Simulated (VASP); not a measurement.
Input:

```yaml
crystal:
  lattice:
    - [-2.55966, 2.55966, 1.40269]
    - [2.55966, -2.55966, 1.40269]
    - [2.55966, 2.55966, -1.40269]
  atoms:
    - { symbol: Nb, position: [0.75000, 0.25000, 0.50000] }
    - { symbol: Nb, position: [0.00000, 0.00000, 0.00000] }
```

These are PBEsol GGA, VASP's PBE PAW potentials (set 64) (plane waves; VASP) values and carry that method's errors. Settings: 400 eV cut-off, Gaussian smearing of 0.050 eV, potentials Nb_sv.

Question: Give the energies of bands 9 to 16 at the high-symmetry points, in eV from the Fermi level.

Answer: 
```
band      Γ      X      M      Z      P      N
----  -----  -----  -----  -----  -----  -----
9     -6.15  -3.50  -3.28  -2.76  -3.32  -3.70
10    -4.57  -3.50  -3.28  -2.76  -3.32  -3.63
11    -2.65  -1.78  -1.22  -1.73  -2.74  -2.19
12    -2.08  -1.78  -1.22  -0.95  -2.74  -1.33
13    -1.29  -0.20   0.67   0.00   0.74   0.39
14     2.45  -0.20   0.67   0.01   0.74   0.87
15     2.45   1.66   1.90   1.42   3.17   1.15
16     2.52   1.66   1.90   1.42   3.17   2.58
```

It has no gap at this level: it comes out as a metal or semimetal.

The structure was generated: Nb was put into the beta-Sn type (I4_1/amd), which need not be its known phase. It was relaxed first.
